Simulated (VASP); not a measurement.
# As2CN with TPSS + D4: from relaxation to properties, part 3 of 5

What structure does As2CN take at this level, and what are its properties? The cell is invented: it takes the structure of a Materials Project entry for GeAs3 (space group 160 there), with some of its atoms replaced by other elements, volume scaled by an estimate. It may not be a known or stable phase. Left out of this account: 1 further run (core levels: core levels are not valid at this level). The atoms of the start are displaced at random from the sites of a R3m cell.

VASP 6.6.1; TPSS with D4; plane waves and PAW (As, N, C); invented cell.

Still holding for the runs below: This run has no spin polarisation. Its electron count is odd, so without a moment it is a metal by construction.

So far. Step 3 (Relaxing cell and atoms (TPSS + D4)): It ends with a largest force of 0.007 eV/Å and a pressure of 0.04 GPa. Step 4 (Density, ELF and potential (TPSS + D4)): In this run the pressure is 0.05 GPa, small enough to go on.

## Step 5: Bands along the symmetry lines (TPSS + D4)

Levels along the symmetry lines show where the bands peak and cross; KPOINTS_OPT computes them in the converged potential.

The input, INCAR:

```
SYSTEM = As2CN
PREC = Accurate
ENCUT = 520
EDIFF = 1E-06
NELM = 100
ISMEAR = -1
SIGMA = 0.05
LREAL = .FALSE.
ALGO = Normal
METAGGA = TPSS
IVDW = 13
LASPH = .TRUE.
NBANDS = 23
LORBIT = 11
LWAVE = .FALSE.
LCHARG = .FALSE.
KPAR = 2
```

The input, POSCAR:

```
As2CN
1.0
    2.6557458257     -1.5346914088     -0.0000752317
    2.6557458257      1.5346914088     -0.0000752317
   -1.7871769725      0.0000000000      6.4157966608
As N C
2 1 1
Direct
    0.8953610109      0.8953610109      0.6923405410
    0.0946478117      0.0946478117      0.2949754252
    0.6083398086      0.6083398086      0.8299976391
    0.3905851417      0.3905851417      0.1833873947
```

The input, KPOINTS:

```
Automatic mesh
0
Gamma
7 7 3
0 0 0
```

The input, KPOINTS_OPT:

```
Line mode
16
Line-mode
Reciprocal
  0.00000000   0.00000000   0.00000000 GAMMA
 -0.50000000  -0.50000000   0.00000000 Y

 -0.50000000  -0.50000000   0.00000000 Y
 -0.51885388  -0.51885388   0.17618109 F

 -0.51885388  -0.51885388   0.17618109 F
 -0.50000000  -0.50000000   0.50000000 L

 -0.50000000  -0.50000000   0.50000000 L
 -0.67929040  -0.32070960   0.50000000 I

 -0.32070960   0.32070960   0.50000000 I1
  0.00000000   0.00000000   0.50000000 Z

  0.00000000   0.00000000   0.50000000 Z
 -0.48114612  -0.48114612   0.82381891 F1

 -0.50000000  -0.50000000   0.00000000 Y
 -0.66003542  -0.33996458   0.00000000 X1

 -0.33996458   0.33996458   0.00000000 X
  0.00000000   0.00000000   0.00000000 GAMMA

  0.00000000   0.00000000   0.00000000 GAMMA
 -0.50000000   0.00000000   0.00000000 N

 -0.50000000   0.00000000   0.50000000 M
  0.00000000   0.00000000   0.00000000 GAMMA
```

The projector-augmented-wave data sets are As, N and C (PBE family, release 64).

Run with:

```console
mpirun -np 2 vasp_std
```

Output:

```text
[... set-up lines as in an earlier step ...]
 entering main loop
       N       E                     dE             d eps       ncg     rms          rms(c)
DAV:   1     0.740293027194E+02    0.74029E+02   -0.87932E+03  2024   0.836E+02
DAV:   2    -0.315580558530E+02   -0.10559E+03   -0.98955E+02  2855   0.224E+02
DAV:   3    -0.382443637411E+02   -0.66863E+01   -0.65851E+01  2825   0.477E+01
DAV:   4    -0.383382217392E+02   -0.93858E-01   -0.93715E-01  2673   0.705E+00
DAV:   5    -0.383394532124E+02   -0.12315E-02   -0.12314E-02  2858   0.753E-01    0.995E+00
DAV:   6    -0.423868764528E+02   -0.40474E+01   -0.16723E+01  2150   0.310E+01    0.528E+00
DAV:   7    -0.423233832359E+02    0.63493E-01   -0.18305E+00  2598   0.719E+00    0.232E+00
DAV:   8    -0.422963022117E+02    0.27081E-01   -0.26567E-01  2416   0.294E+00    0.144E+00
DAV:   9    -0.422923082614E+02    0.39940E-02   -0.50057E-02  2472   0.117E+00    0.511E-01
DAV:  10    -0.422943144462E+02   -0.20062E-02   -0.65225E-03  2402   0.465E-01    0.186E-01
DAV:  11    -0.422941845693E+02    0.12988E-03   -0.11783E-03  2367   0.199E-01    0.495E-02
DAV:  12    -0.422942230380E+02   -0.38469E-04   -0.16300E-04  2549   0.796E-02    0.199E-02
DAV:  13    -0.422942340177E+02   -0.10980E-04   -0.25396E-05  2395   0.291E-02    0.433E-03
DAV:  14    -0.422942351744E+02   -0.11567E-05   -0.28653E-06  2402   0.112E-02    0.186E-03
DAV:  15    -0.422942351877E+02   -0.13345E-07   -0.14319E-07  1292   0.241E-03
   1 F= -.44250502E+02 E0= -.44245159E+02  d E =-.106851E-01
 Start KPOINTS_OPT (optional k-point list driver)
k-point batch [1-44\160]
       N       E                     dE             ncg
DAV:   1     0.226484535515E+04   -0.23642E+05     2024
DAV:   2    -0.102009203684E+04   -0.32849E+04     2578
DAV:   3    -0.116836998739E+04   -0.14828E+03     2585
DAV:   4    -0.116907121011E+04   -0.70122E+00     2326
DAV:   5    -0.116907370831E+04   -0.24982E-02     2643
DAV:   6    -0.116907372214E+04   -0.13835E-04     2328
DAV:   7    -0.116907372223E+04   -0.89502E-07     2255
[...]
k-point batch [133-160\160]
       N       E                     dE             ncg
DAV:   1     0.571383470442E+04   -0.98842E+04     1288
DAV:   2     0.355758625287E+04   -0.21562E+04     1628
DAV:   3     0.345374028383E+04   -0.10385E+03     1688
DAV:   4     0.345320460669E+04   -0.53568E+00     1456
DAV:   5     0.345320257580E+04   -0.20309E-02     1673
DAV:   6     0.345320256358E+04   -0.12219E-04     1430
DAV:   7     0.345320256350E+04   -0.88197E-07     1457
```

Wall time 93 s (2 MPI ranks of Intel Xeon 6975P-C (Granite Rapids), shared host); peak memory 0.42 GiB.

From OUTCAR (step 5):

```text
The static configuration has the point symmetry C_1h.

 Found     44 irreducible k-points:

   k-points           NKPTS =     44   k-points in BZ     NKDIM =     44   number of bands    NBANDS=     23

   NELECT =      19.0000    total number of electrons

 E-fermi :   6.4341

 k-point     1 :       0.0000    0.0000    0.0000
  band No.  band energies     occupation
    ...
      5       3.2555      2.00000
      6       3.2597      2.00000
      7       4.1516      2.00000
      8       4.4399      2.00000
      9       4.4521      2.00000
     10       7.4652      0.00000
     11       9.0615      0.00000
     12      10.5624      0.00000
     13      10.5704      0.00000
     14      11.5258      0.00000
    ...

 k-point     2 :       0.1429    0.0000    0.0000
  band No.  band energies     occupation
    ...
      5       2.0705      2.00000
      6       2.8442      2.00000
      7       2.9560      2.00000
      8       3.8442      2.00000
      9       4.6152      2.00000
     10       8.0226      0.00000
     11       8.9946      0.00000
     12      10.3412      0.00000
     13      11.0433      0.00000
     14      11.0668      0.00000
    ...

  DFT-D4 for vdW energy calculation

  Edisp (eV):   -1.95627

  Total       0.01269     0.01696     0.01806     0.00000     0.00000     0.00021
  in kB       0.38887     0.51968     0.55329     0.00000     0.00000     0.00632
  external pressure =        0.49 kB  Pullay stress =        0.00 kB

 POSITION                                       TOTAL-FORCE (eV/Angst)
 -----------------------------------------------------------------------------------
      3.51837      0.00000      4.44178        -0.001139      0.000000     -0.005145
     -0.02445      0.00000      1.89249         0.002267      0.000000      0.001477
      1.74784      0.00000      5.32500        -0.003613      0.000000      0.005126
      1.74684      0.00000      1.17652         0.002484      0.000000     -0.001459
 -----------------------------------------------------------------------------------
    total drift:                               -0.000011     -0.000000     -0.000239

  FREE ENERGIE OF THE ION-ELECTRON SYSTEM (eV)
  ---------------------------------------------------
  free  energy   TOTEN  =       -44.2505019128 eV

  energy  without entropy=      -44.2398168095  energy(sigma->0) =      -44.24515936

[... 8 parts as in an earlier step ...]

[... 5 further parts left out ...]
```

Spin-orbit coupling is off here; it would split degenerate levels.

Numbers from this step:

| Property | Result |
| --- | --- |
| bands | 23 |
| pressure | 0.04873 GPa |

Electronic bands along the path, in eV, zero at the Fermi level; # counts the bands kept, so #1 is VASP's band 4:

| point | #3 | #4 | #5 | #6 | #7 | #8 | #9 | #10 |
| --- | --- | --- | --- | --- | --- | --- | --- | --- |
| Γ | -3.17 | -2.28 | -1.99 | -1.98 | 1.03 | 2.63 | 4.13 | 4.14 |
| 0.47 of the way | -4.12 | -3.79 | -3.22 | -1.12 | 0.32 | 2.50 | 3.67 | 4.51 |
| Y | -5.05 | -4.20 | -3.75 | -3.07 | 0.35 | 0.88 | 1.85 | 3.51 |
| 0.47 of the way | -5.04 | -4.21 | -3.76 | -3.11 | 0.25 | 0.98 | 1.90 | 3.57 |
| F | -5.02 | -4.23 | -3.85 | -3.15 | 0.00 | 1.23 | 2.03 | 3.79 |
| 0.47 of the way | -4.97 | -4.30 | -4.20 | -2.66 | -0.70 | 1.64 | 2.31 | 4.26 |
| L | -4.94 | -4.42 | -4.35 | -2.07 | -1.34 | 1.83 | 2.49 | 4.56 |
| 0.47 of the way | -6.32 | -4.72 | -4.02 | -1.80 | -0.80 | 2.64 | 3.72 | 3.79 |
| I | -7.66 | -3.83 | -3.11 | -2.47 | -1.79 | 2.95 | 3.51 | 4.32 |
| jump to I1 | -7.66 | -3.83 | -3.11 | -2.47 | -1.79 | 2.95 | 3.51 | 4.32 |
| 0.47 of the way | -5.32 | -4.99 | -4.66 | -0.84 | 0.62 | 3.09 | 3.66 | 4.60 |
| Z | -3.18 | -1.99 | -1.98 | -0.64 | 0.67 | 2.57 | 4.29 | 4.30 |
| 0.47 of the way | -5.45 | -4.08 | -3.14 | -0.53 | 1.10 | 2.14 | 3.64 | 4.34 |
| F1 | -5.02 | -4.23 | -3.85 | -3.15 | 0.00 | 1.23 | 2.03 | 3.79 |
| jump to Y | -5.05 | -4.20 | -3.75 | -3.07 | 0.35 | 0.88 | 1.85 | 3.51 |
| 0.47 of the way | -5.79 | -4.42 | -3.51 | -2.78 | -0.50 | 1.78 | 3.28 | 4.52 |
| X1 | -7.67 | -3.85 | -3.13 | -2.47 | -1.69 | 2.82 | 3.60 | 4.29 |
| jump to X | -7.67 | -3.85 | -3.13 | -2.47 | -1.69 | 2.82 | 3.60 | 4.29 |
| 0.53 of the way | -5.05 | -4.44 | -3.06 | -1.50 | 0.94 | 3.04 | 3.46 | 3.96 |
| Γ | -3.17 | -2.28 | -1.99 | -1.98 | 1.03 | 2.63 | 4.13 | 4.14 |
| 0.47 of the way | -4.08 | -3.55 | -3.25 | -1.61 | 0.77 | 2.53 | 3.28 | 4.63 |
| N | -4.93 | -4.42 | -4.33 | -2.08 | -1.33 | 1.82 | 2.50 | 4.57 |
| jump to M | -5.04 | -4.19 | -3.77 | -3.04 | 0.35 | 0.89 | 1.87 | 3.52 |
| 0.47 of the way | -4.30 | -3.76 | -3.43 | -1.02 | -0.10 | 2.33 | 3.36 | 4.49 |
| Γ | -3.17 | -2.28 | -1.99 | -1.98 | 1.03 | 2.63 | 4.13 | 4.14 |

Of the projections kept (As, N, C), the largest for each band there; the rest of the weight can lie on other orbitals:

| point | #3 | #4 | #5 | #6 | #7 | #8 | #9 | #10 |
| --- | --- | --- | --- | --- | --- | --- | --- | --- |
| Γ | N 0.78 | N 0.68 | C 0.60 | C 0.60 | As 0.55 | As 0.46 | As 0.89 | As 0.89 |
| Y | N 0.55 | As 0.48 | As 0.62 | C 0.36 | C 0.35 | As 0.71 | As 0.63 | As 0.64 |
| F | N 0.57 | As 0.48 | As 0.67 | N 0.35 | As 0.39 | As 0.62 | As 0.63 | As 0.59 |
| L | N 0.64 | As 0.66 | As 0.51 | N 0.44 | As 0.42 | As 0.52 | As 0.71 | As 0.49 |
| I | As 0.59 | N 0.74 | As 0.67 | As 0.71 | C 0.72 | As 0.50 | As 0.42 | N 0.40 |
| I1 | As 0.59 | N 0.74 | As 0.67 | As 0.71 | C 0.72 | As 0.50 | As 0.42 | N 0.40 |

There is no gap at this level.

## Step 6: Density of states (TPSS + D4)

Here the states are counted by energy and projected on the atoms. The mesh is finer than in the run before.

Edit INCAR of step 5 so:

```diff
@@ -5,3 +5,3 @@
 NELM = 100
-ISMEAR = -1
+ISMEAR = -5
 SIGMA = 0.05
@@ -17 +17,2 @@
 KPAR = 2
+NEDOS = 2001
```

POSCAR is that of step 5.

The input, KPOINTS:

```
Automatic mesh
0
Gamma
11 11 5
0 0 0
```

Run with:

```console
mpirun -np 2 vasp_std
```

Output:

```text
[... set-up lines as in an earlier step ...]
 entering main loop
       N       E                     dE             d eps       ncg     rms          rms(c)
DAV:   1     0.732605903562E+02    0.73261E+02   -0.87916E+03  7728   0.837E+02
DAV:   2    -0.315696701416E+02   -0.10483E+03   -0.97617E+02 10745   0.221E+02
DAV:   3    -0.382793340381E+02   -0.67097E+01   -0.66116E+01 10834   0.481E+01
DAV:   4    -0.383721194150E+02   -0.92785E-01   -0.92662E-01 10140   0.704E+00
DAV:   5    -0.383733469541E+02   -0.12275E-02   -0.12270E-02 10973   0.761E-01    0.994E+00
DAV:   6    -0.424097851460E+02   -0.40364E+01   -0.16805E+01  8169   0.310E+01    0.529E+00
DAV:   7    -0.423462611470E+02    0.63524E-01   -0.18125E+00 10010   0.722E+00    0.231E+00
DAV:   8    -0.423188409179E+02    0.27420E-01   -0.24884E-01  9044   0.290E+00    0.142E+00
DAV:   9    -0.423160643836E+02    0.27765E-02   -0.46961E-02  9555   0.116E+00    0.485E-01
DAV:  10    -0.423178143764E+02   -0.17500E-02   -0.52789E-03  8981   0.422E-01    0.177E-01
DAV:  11    -0.423176965554E+02    0.11782E-03   -0.96965E-04  8862   0.185E-01    0.434E-02
DAV:  12    -0.423177430846E+02   -0.46529E-04   -0.11689E-04  9541   0.673E-02    0.168E-02
DAV:  13    -0.423177475201E+02   -0.44356E-05   -0.17949E-05  9359   0.249E-02    0.451E-03
DAV:  14    -0.423177468741E+02    0.64602E-06   -0.22656E-06  8778   0.101E-02
   1 F= -.44274014E+02 E0= -.44274014E+02  d E =0.000000E+00
 -----------------------------------------------------------------------------
|                                                                             |
|           W    W    AA    RRRRR   N    N  II  N    N   GGGG   !!!           |
|           W    W   A  A   R    R  NN   N  II  NN   N  G    G  !!!           |
|           W    W  A    A  R    R  N N  N  II  N N  N  G       !!!           |
|           W WW W  AAAAAA  RRRRR   N  N N  II  N  N N  G  GGG   !            |
|           WW  WW  A    A  R   R   N   NN  II  N   NN  G    G                |
|           W    W  A    A  R    R  N    N  II  N    N   GGGG   !!!           |
|                                                                             |
|     Tetrahedron method does not include variations of the Fermi             |
|     occupations, so forces and stress will be inaccurate. We suggest        |
|     using a different smearing scheme ISMEAR = 1 or 2 for metals in         |
|     relaxations.                                                            |
|                                                                             |
 -----------------------------------------------------------------------------
```

Wall time 2.4 min (2 MPI ranks); peak memory 0.59 GiB; 4.8 min of CPU time.

OUTCAR, selected parts (step 6):

```text
   k-points           NKPTS =    168   k-points in BZ     NKDIM =    168   number of bands    NBANDS=     23

   NELECT =      19.0000    total number of electrons

 E-fermi :   6.4530

 k-point     1 :       0.0000    0.0000    0.0000
  band No.  band energies     occupation
    ...
      5       3.2495      2.00000
      6       3.2536      2.00000
      7       4.1529      2.00000
      8       4.4480      2.00000
      9       4.4612      2.00000
     10       7.4591      0.00000
     11       9.0652      0.00000
     12      10.5575      0.00000
     13      10.5648      0.00000
     14      11.5326      0.00000
    ...

  DFT-D4 for vdW energy calculation

  Edisp (eV):   -1.95627

  Total       0.04949    -0.02163    -0.02832     0.00000     0.00000    -0.00055
  in kB       1.51609    -0.66253    -0.86756     0.00000     0.00000    -0.01693
  external pressure =       -0.00 kB  Pullay stress =        0.00 kB

 POSITION                                       TOTAL-FORCE (eV/Angst)
 -----------------------------------------------------------------------------------
      3.51837      0.00000      4.44178        -0.004936      0.000000     -0.010993
     -0.02445      0.00000      1.89249         0.008806      0.000000     -0.035013
      1.74784      0.00000      5.32500        -0.001551      0.000000     -0.000834
      1.74684      0.00000      1.17652        -0.002319      0.000000      0.046839
 -----------------------------------------------------------------------------------
    total drift:                               -0.000015     -0.000000      0.000249

  FREE ENERGIE OF THE ION-ELECTRON SYSTEM (eV)
  ---------------------------------------------------
  free  energy   TOTEN  =       -44.2740135992 eV

  energy  without entropy=      -44.2740135992  energy(sigma->0) =      -44.27401360

[... 6 parts as in an earlier step ...]

[... 10 further parts left out ...]
```

With tetrahedra the forces and stress of a metal are not exact derivatives of the energy.

This step gave:

| Item | Value |
| --- | --- |
| SCF cycles | 14 |
| irreducible k-points | 168 |
| free energy (TOTEN) | -44.27 eV |
| Fermi energy | 6.453 eV |
| pressure | -4.67e-4 GPa |
| DOS at the Fermi level | 0.8814 states/eV/cell |

The density of states has structure finer than the step of the table below, so its rows give means over 1 eV, whole bins alone (the curve runs from -12.0 to 7.98 eV). Peaks (eV: height): total -5.0: 3.25, 2.7: 4.17, 4.4: 6.48, 4.9: 4.28; As p -5.0: 0.713, 2.7: 0.877, 4.4: 2.01, 4.9: 1.28; N p -5.0: 0.831, -3.4: 0.536, 4.4: 0.685, 4.9: 0.573; C p -3.7: 0.318, 2.7: 0.363, 4.4: 0.332, 7.7: 0.379; As s -11.8: 1.01, -11.0: 0.641, -9.8: 0.477, 2.7: 0.294.

States under -12.0 eV and over 8.0 eV are left out. Density of states against energy, zero at the Fermi level; means over each step; values in states/eV/cell:

| energy (eV) | total | As p | N p | C p | As s | As d |
| --- | --- | --- | --- | --- | --- | --- |
| -11 | 1.11 | 0.0844 | 0.0698 | 0.0486 | 0.405 | 0.00898 |
| -10 | 1.10 | 0.0951 | 0.0487 | 0.0374 | 0.312 | 0.0114 |
| -9 | 0.408 | 0.0501 | 0.00790 | 0.0281 | 0.0959 | 0.00556 |
| -8 | 0.348 | 0.0598 | 0.0295 | 0.0262 | 0.0530 | 0.00569 |
| -7 | 1.34 | 0.295 | 0.190 | 0.0922 | 0.0779 | 0.0156 |
| -6 | 1.57 | 0.340 | 0.253 | 0.109 | 0.0791 | 0.0206 |
| -5 | 2.10 | 0.457 | 0.447 | 0.204 | 0.0472 | 0.0391 |
| -4 | 2.06 | 0.452 | 0.402 | 0.255 | 0.0409 | 0.0432 |
| -3 | 1.54 | 0.328 | 0.248 | 0.218 | 0.0426 | 0.0328 |
| -2 | 1.22 | 0.222 | 0.236 | 0.144 | 0.0562 | 0.0248 |
| -1 | 1.11 | 0.150 | 0.230 | 0.155 | 0.0526 | 0.0255 |
| 0 | 0.887 | 0.119 | 0.134 | 0.155 | 0.0497 | 0.0305 |
| 1 | 0.690 | 0.0973 | 0.0866 | 0.116 | 0.0576 | 0.0285 |
| 2 | 1.04 | 0.197 | 0.127 | 0.0809 | 0.0687 | 0.0609 |
| 3 | 1.96 | 0.368 | 0.250 | 0.159 | 0.121 | 0.118 |
| 4 | 2.81 | 0.608 | 0.399 | 0.203 | 0.149 | 0.164 |
| 5 | 1.78 | 0.494 | 0.217 | 0.123 | 0.0514 | 0.114 |
| 6 | 0.907 | 0.274 | 0.0775 | 0.0911 | 0.0280 | 0.0543 |
| 7 | 1.26 | 0.373 | 0.0540 | 0.158 | 0.0234 | 0.0864 |

The finer mesh and the other smearing move the Fermi level by +0.02 eV from the 7×7×3 run, a small shift, which tests the Fermi level alone. Of the states within 0.3 eV of the Fermi level, the largest shares in the PAW spheres are C p 18 %, N p 14 % and As p 14 %. The rest lies in smaller channels or between the spheres.

(Continued in part 4 of 5.)

[Lines on the potential files, build, host, timing and source positions are cut from VASP's logs without a mark.]

[Logs are printed without paths, hosts, clocks, repeated set-up lines and the standing remarks that a program may print on its own settings, such as how far it seeks lower states.]

[Hosts, paths, dates, database ids (printed as entryN), source tags and the programs' standing remarks are cut or masked in the printed files.]

[A measured line is paired with the nearest computed mode of its activity, which favours agreement.]
